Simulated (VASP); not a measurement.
Runs of VASP 6.6.1 on Ta3BeH. All rows change the cell; the cell of one of them follows. It takes space group Pm-3m (No. 221, cubic). Conventional cell: a = 4.370 Å, b = 4.370 Å, c = 4.370 Å, α = 90.00°, β = 90.00°, γ = 90.00°. Ta (site symmetry 4/mmm) has 2 Be at 2.18 Å as nearest neighbours. Around Be (site symmetry m-3m) lie 6 Ta at 2.18 Å. H (site symmetry m-3m) is surrounded by 12 Ta at 3.09 Å. The cell was built by a generator and needn't be a form met in nature.

```csv
task,cell,k mesh,cutoff (eV),mesh quality,gap on the mesh (eV),pressure (GPa),relaxed volume (Å³/atom)
single point,"species swapped into the BaTiO3 type (Pm-3m, No. 221)",4 × 4 × 4,520,not flagged,none,0.4,-
single point,"species swapped into the BaTiO3 type (Pm-3m, No. 221)",8 × 8 × 8,520,not flagged,none,0.0,-
single point,"species swapped into the BaTiO3 type (Pm-3m, No. 221)",4 × 4 × 4,520,coarse,none,121.5,-
relaxation of cell and atoms,"relaxed from: species swapped into the BaTiO3 type (Pm-3m, No. 221)",4 × 4 × 4,600,coarse,none,0.1,(a)
relaxation of cell and atoms,"relaxed from: species swapped into the BaTiO3 type (Pm-3m, No. 221)",8 × 8 × 8,600,not flagged,none,0.0,16.73
```

Alike in all rows: level PBE; potentials or basis VASP PAW PBE potentials, release 64 (Ta_pv, Be, H); no spin polarisation; smearing gaussian 0.1 eV.

Estimate the missing entries.

(a) 16.71.

Caveats: some runs use coarse meshes; a pressure of tens of GPa on the cell as given is suspect, and the run, the potentials or the cell itself is likely at fault (some runs); the volume moved by over 15 % at a fixed basis, so the end points are rough (some runs).

A k mesh can miss the band edges, and the runs leave out spin-orbit coupling on Ta.

A gap of «none» marks a metal or a gap under the smearing width.
